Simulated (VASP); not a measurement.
Input:

```xyz
3
Lattice="3.2373 0.0000 0.0000 -1.6187 2.8036 0.0000 0.0000 0.0000 3.7319" Properties=species:S:1:pos:R:3 pbc="T T T"
Tm     0.0000     0.0000     0.0000
B      0.0000     1.8691     1.8660
B      1.6187     0.9345     1.8660
```

Calculation: PBEsol GGA, VASP's PBE PAW potentials (set 64) (plane waves; VASP 6.6.1). Numerical set-up: 600 eV cut-off, 10×10×8 Γ-centred mesh, first-order Methfessel-Paxton smearing of 0.10 eV, potentials Tm_3 B.

The 4f electrons are frozen in the core of the lanthanide potential, so 4f levels, which can set the real gap, and their magnetism are missing.

**Question.** The ions, cell shape and volume at an external pressure of 2.0 GPa are relaxed. What does this cell relax into?

**Answer.** 
```xyz
3
Lattice="3.2261 0.0000 0.0000 -1.6130 2.7939 0.0000 0.0000 0.0000 3.7200" Properties=species:S:1:pos:R:3 pbc="T T T"
Tm     0.0000     0.0000     0.0000
B      0.0000     1.8626     1.8600
B      1.6130     0.9313     1.8600
```
Space group P6/mmm (191), at a tolerance of 0.03 Å.

**Question.** How do energy and volume change from the first to the last step?

**Answer.** The energy (σ→0) changes by +0.7 meV/atom and the volume by -1.0 %, in 3 ionic steps.

| step | E(σ→0) (eV) | max force (eV/Å) | pressure (GPa) | volume (Å³) |
|---|---|---|---|---|
| 1 | -21.1147 | 0.000 | 0.08 | 33.87 |
| 2 | -21.1067 | 0.000 | 3.88 | 33.21 |
| 3 | -21.1125 | 0.000 | 2.01 | 33.53 |

The structure comes from a computed database's TmB2 entry (P6/mmm); how it stands against other phases isn't given here. This run relaxes it under an external pressure of 2 GPa. Symmetry was kept, so distortions that lower it aren't found. The electron count is odd and the run is not spin-polarised, which forces a metal.
